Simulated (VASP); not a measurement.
These are PBEsol GGA, VASP's PBE PAW potentials (set 64) (plane waves; VASP) values and carry that method's errors.

A VASP calculation is set up with these files.

INCAR:
```
! general
SYSTEM  = Ga3InP4
PREC    = Accurate
ENCUT   = 400   ! plane-wave cut-off (eV)
LREAL   = F   ! projection in real space or not
LASPH   = T   ! aspherical one-centre terms

! electronic loop
EDIFF   = 1E-6   ! SCF stop (eV)
NELM    = 100   ! most electronic steps
ALGO    = Normal
LMAXMIX = 4

! smearing
ISMEAR  = 0   ! Gaussian
SIGMA   = 0.05   ! width (eV)

! functional
GGA     = PS

! ions
IBRION  = 2   ! conjugate gradients
NSW     = 60   ! most ionic steps
ISIF    = 3   ! ions, shape and volume
EDIFFG  = -0.02

! output
LWAVE   = F
LCHARG  = F
```

**POSCAR**
```
Ga3InP4
1
    5.5451462612     0.0000000000     0.0000000000
    0.0000000000     5.5451462612    -0.0000000000
    0.0000000000     0.0000000000     5.5451462612
In P Ga
1 4 3
Direct
  0.0000000000   0.0000000000   0.0000000000
  0.2603219034   0.2603219034   0.2603219034
  0.7396780966   0.7396780966   0.2603219034
  0.7396780966   0.2603219034   0.7396780966
  0.2603219034   0.7396780966   0.7396780966
  0.5000000000   0.5000000000   0.0000000000
  0.5000000000   0.0000000000   0.5000000000
  0.0000000000   0.5000000000   0.5000000000
```

KPOINTS:
```
Automatic mesh
0
Gamma
4 4 4
0 0 0
```

POTCAR, in this order: In_d P Ga_d (PBE.64 set). Program: vasp_std.

What VASP printed:

File OUTCAR:
```
 ion  position               nearest neighbor table
   1  0.000  0.000  0.000-   2 2.50   3 2.50   4 2.50   5 2.50
   2  0.260  0.260  0.260-   6 2.37   7 2.37   8 2.37   1 2.50
   3  0.740  0.740  0.260-   6 2.37   7 2.37   8 2.37   1 2.50
   4  0.740  0.260  0.740-   6 2.37   7 2.37   8 2.37   1 2.50
   5  0.260  0.740  0.740-   6 2.37   7 2.37   8 2.37   1 2.50
   6  0.500  0.500  0.000-   2 2.37   3 2.37   4 2.37   5 2.37
   7  0.500  0.000  0.500-   2 2.37   3 2.37   4 2.37   5 2.37
   8  0.000  0.500  0.500-   2 2.37   3 2.37   4 2.37   5 2.37
  LATTYP: Found a simple cubic cell.
 ALAT       =     5.5451462612
 Subroutine PRICEL returns:
 Original cell was already a primitive cell.
 Subroutine GETGRP returns: Found 24 space group operations
The static configuration has the point symmetry T_d .
The dynamic configuration has the point symmetry T_d .
 Subroutine INISYM returns: Found 24 space group operations
 Subroutine IBZKPT returns following result:
 Found     10 irreducible k-points:

 Following reciprocal coordinates:
            Coordinates               Weight
  0.000000  0.000000  0.000000      1.000000
  0.250000  0.000000  0.000000      6.000000
  0.500000  0.000000  0.000000      3.000000
...
```

### OSZICAR
```
       N       E                     dE             d eps       ncg     rms          rms(c)
DAV:   1     0.607225863642E+03    0.60723E+03   -0.28223E+04   882   0.198E+03
DAV:   2     0.613004807593E+02   -0.54593E+03   -0.53331E+03   924   0.525E+02
DAV:   3    -0.335434215088E+02   -0.94844E+02   -0.91851E+02   991   0.184E+02
DAV:   4    -0.398089480349E+02   -0.62655E+01   -0.62261E+01  1101   0.460E+01
DAV:   5    -0.400154727300E+02   -0.20652E+00   -0.20621E+00  1325   0.877E+00    0.910E+00
DAV:   6    -0.388896271103E+02    0.11258E+01   -0.23613E+00  1271   0.180E+01    0.551E+00
DAV:   7    -0.387533095633E+02    0.13632E+00   -0.10135E+00  1197   0.502E+00    0.193E+00
DAV:   8    -0.387440223382E+02    0.92872E-02   -0.17817E-01  1122   0.438E+00    0.594E-01
DAV:   9    -0.387433243144E+02    0.69802E-03   -0.26412E-02  1165   0.236E+00    0.241E-01
DAV:  10    -0.387432260214E+02    0.98293E-04   -0.39833E-03  1236   0.579E-01    0.184E-01
DAV:  11    -0.387433323920E+02   -0.10637E-03   -0.49063E-04  1184   0.120E-01    0.569E-02
DAV:  12    -0.387433276339E+02    0.47581E-05   -0.70621E-05  1124   0.724E-02    0.470E-02
DAV:  13    -0.387433377528E+02   -0.10119E-04   -0.19801E-05   992   0.259E-02    0.115E-02
DAV:  14    -0.387433349093E+02    0.28434E-05   -0.10684E-05  1002   0.217E-02    0.653E-03
DAV:  15    -0.387433350011E+02   -0.91744E-07   -0.91773E-07   599   0.483E-03
   1 F= -.38743335E+02 E0= -.38743335E+02  d E =-.387433E+02
```

**OUTCAR**
```
------------------------ aborting loop because EDIFF is reached ----------------------------------------
  FORCE on cell =-STRESS in cart. coord.  units (eV):
  Direction    XX          YY          ZZ          XY          YZ          ZX
  --------------------------------------------------------------------------------------
  Total       -0.0478184     -0.0478184     -0.0478184     -0.0000000      0.0000000      0.0000000
  in kB       -0.4493311     -0.4493311     -0.4493311     -0.0000000      0.0000000      0.0000000
  external PRESSURE =      -0.4493311 kB  Pullay stress =       0.0000000 kB
  volume of cell :      170.51
      direct lattice vectors                 reciprocal lattice vectors
     5.545146261  0.000000000  0.000000000     0.180337894  0.000000000  0.000000000
     0.000000000  5.545146261  0.000000000     0.000000000  0.180337894  0.000000000
     0.000000000  0.000000000  5.545146261     0.000000000  0.000000000  0.180337894
 POSITION                                       TOTAL-FORCE (eV/Angst)
 -----------------------------------------------------------------------------------
      0.00000      0.00000      0.00000        -0.000000      0.000000      0.000000
      1.44352      1.44352      1.44352        -0.008317     -0.008317     -0.008317
      4.10162      4.10162      1.44352         0.008317      0.008317     -0.008317
      4.10162      1.44352      4.10162         0.008317     -0.008317      0.008317
      1.44352      4.10162      4.10162        -0.008317      0.008317      0.008317
      2.77257      2.77257      0.00000        -0.000000      0.000000      0.000000
      2.77257      0.00000      2.77257        -0.000000      0.000000      0.000000
      0.00000      2.77257      2.77257        -0.000000      0.000000      0.000000
 -----------------------------------------------------------------------------------
    total drift:                                0.000000      0.000000      0.000000
  FREE ENERGIE OF THE ION-ELECTRON SYSTEM (eV)
  ---------------------------------------------------
  free  energy   TOTEN  =       -38.7433350011 eV

  energy  without entropy=      -38.7433350011  energy(sigma->0) =      -38.74333500

 reached required accuracy - stopping structural energy minimisation
```
(Selected blocks of OUTCAR.)

The structure was generated: Ga3InP4 was put into an ordered model structure (P-43m), which need not be its known phase. It was relaxed first. The start is the result of an earlier pass.
